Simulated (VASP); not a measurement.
Consider the following.

```xyz
4
Lattice="0.0000 3.4778 3.4778 3.4778 0.0000 3.4778 3.4778 3.4778 0.0000" Properties=species:S:1:pos:R:3 pbc="T T T"
Cu     0.0000     0.0000     0.0000
Ta     3.4778     3.4778     3.4778
Ta     1.7389     1.7389     1.7389
Ta     5.2167     5.2167     5.2167
```

The numbers are results of PBE GGA, VASP's PBE PAW potentials (set 64) (plane waves; VASP), not measurements. Settings: 300 eV cut-off, 6×6×6 Γ-centred mesh, Fermi-Dirac smearing of 0.10 eV, potentials Cu Ta_pv.

**Question.** Give the energies of bands 12 to 25 at the high-symmetry points, in eV from the Fermi level.

**Answer.** 
| band | Γ | X | U | L | W |
|---|---|---|---|---|---|
| 12 | -3.23 | -3.73 | -3.61 | -2.74 | -3.70 |
| 13 | -2.72 | -3.63 | -3.39 | -2.74 | -3.54 |
| 14 | -2.72 | -2.70 | -2.70 | -2.74 | -2.67 |
| 15 | -2.72 | -2.70 | -2.60 | -2.67 | -2.57 |
| 16 | -1.62 | -2.58 | -2.55 | -2.67 | -2.35 |
| 17 | -1.62 | -1.64 | -2.12 | -1.73 | -2.35 |
| 18 | -1.62 | -1.58 | -1.68 | -1.73 | -1.83 |
| 19 | -1.21 | -0.76 | -1.06 | -1.36 | -0.68 |
| 20 | -1.21 | -0.56 | -0.77 | -0.93 | -0.65 |
| 21 | -0.29 | -0.56 | -0.38 | -0.93 | -0.65 |
| 22 | -0.29 | 0.28 | 0.05 | 0.05 | -0.55 |
| 23 | -0.29 | 0.28 | 0.18 | 0.05 | 0.53 |
| 24 | 3.04 | 0.89 | 0.58 | 0.71 | 0.53 |
| 25 | 3.04 | 0.89 | 0.95 | 1.13 | 0.94 |

It has no gap at this level: it comes out as a metal or semimetal.

The structure was generated: Ta3Cu was put into an ordered model structure, which need not be its known phase. The cell was not relaxed at this level.
